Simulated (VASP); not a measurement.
**SrCuS2: single point with LDA**

SrCuS2:

```
Sr Cu S
1.0
     4.23019    0.00000    0.00000
     0.00000    4.23019    0.00000
     0.00000    0.00000    8.75801
Sr Cu S
2 2 4
Direct
  0.25000 0.25000 0.68831
  0.75000 0.75000 0.31169
  0.25000 0.25000 0.10230
  0.75000 0.75000 0.89770
  0.25000 0.25000 0.35900
  0.75000 0.75000 0.64100
  0.75000 0.25000 0.00000
  0.25000 0.75000 0.00000
```

The cell was built by a generator and needn't be a form met in nature.

```yaml
Program: VASP 6.6.1
Task: single point
Functional: LDA
Potentials_or_basis: VASP PAW LDA potentials, release 64 (Sr_sv, Cu, S)
Cutoff: 520 eV
k_mesh: 4 × 4 × 2
Occupations: fermi-dirac, width 0.1 eV
Spin: collinear spin, zero start
Starting_moments: "[0.0, 0.0, 0.0, 0.0, 0.0, 0.0, 0.0, 0.0] μB"
Dipole_correction: no
Further_INCAR_settings: ALGO = Normal; EDIFF = 1e-06; NBANDS = 47
```

```
Pressure                                              : 0.3 GPa
Largest force                                         : 0.027 eV/Å
Band gap on the k mesh                                : none (metal or under the smearing width)
Net moment                                            : 0.00 μB per cell
Valence electrons inside the program's atomic spheres : Sr 7.99; Cu 10.11; S 3.76, 3.68
```

Forces in eV/Å, atoms in the order of the input:
```
Sr   0.000  0.000  0.013
Sr   0.000  0.000 -0.013
Cu   0.000  0.000  0.027
Cu   0.000  0.000 -0.027
S    0.000  0.000 -0.001
S    0.000  0.000  0.001
S    0.000  0.000  0.000
S    0.000  0.000  0.000
```

Levels at points of the mesh, in eV from the Fermi level:
Spin up:
| k point | band 29 | band 30 | band 31 | band 32 | band 33 | band 34 | band 35 | band 36 | band 37 | band 38 |
| --- | --- | --- | --- | --- | --- | --- | --- | --- | --- | --- |
| (0.00, 0.00, 0.00) | -1.11 | -1.11 | -0.31 | 0.14 | 0.14 | 0.14 | 1.12 | 1.84 | 3.00 | 3.32 |
| (0.50, 0.00, 0.00) | -1.82 | -1.82 | -0.89 | -0.89 | -0.69 | -0.69 | 4.31 | 4.31 | 5.15 | 5.15 |
| (0.50, 0.50, 0.00) | -1.95 | -1.95 | -0.99 | -0.99 | 1.57 | 1.57 | 3.03 | 3.03 | 4.56 | 4.56 |
| (0.00, 0.00, 0.50) | -0.61 | -0.43 | -0.43 | -0.34 | -0.09 | -0.09 | 1.27 | 2.38 | 2.63 | 3.30 |
| (0.50, 0.00, 0.50) | -1.60 | -1.60 | -0.86 | -0.86 | -0.60 | -0.60 | 4.57 | 4.57 | 4.75 | 4.75 |
| (0.50, 0.50, 0.50) | -1.71 | -1.71 | -1.07 | -1.07 | 1.57 | 1.57 | 3.31 | 3.31 | 4.24 | 4.24 |
Spin down:
| k point | band 31 | band 32 | band 33 | band 34 | band 35 | band 36 |
| --- | --- | --- | --- | --- | --- | --- |
| (0.00, 0.00, 0.00) | -0.31 | 0.14 | 0.14 | 0.14 | 1.12 | 1.84 |
| (0.50, 0.00, 0.00) | -0.89 | -0.89 | -0.69 | -0.69 | 4.31 | 4.31 |
| (0.50, 0.50, 0.00) | -0.99 | -0.99 | 1.57 | 1.57 | 3.03 | 3.03 |
| (0.00, 0.00, 0.50) | -0.43 | -0.34 | -0.09 | -0.09 | 1.27 | 2.38 |
| (0.50, 0.00, 0.50) | -0.86 | -0.86 | -0.60 | -0.60 | 4.57 | 4.57 |
| (0.50, 0.50, 0.50) | -1.07 | -1.07 | 1.57 | 1.57 | 3.31 | 3.31 |

Run time: 3.6 min on 1 thread of AMD EPYC 7R13 Processor (Zen 3), with other jobs on the host, peak memory 0.27 GiB.

Caveat: the k mesh is coarse (spacing up to 0.37 Å⁻¹), so the values aren't converged. With open d or f shells a metallic result of LDA can be an artefact of self-interaction; +U or a hybrid may open a gap.
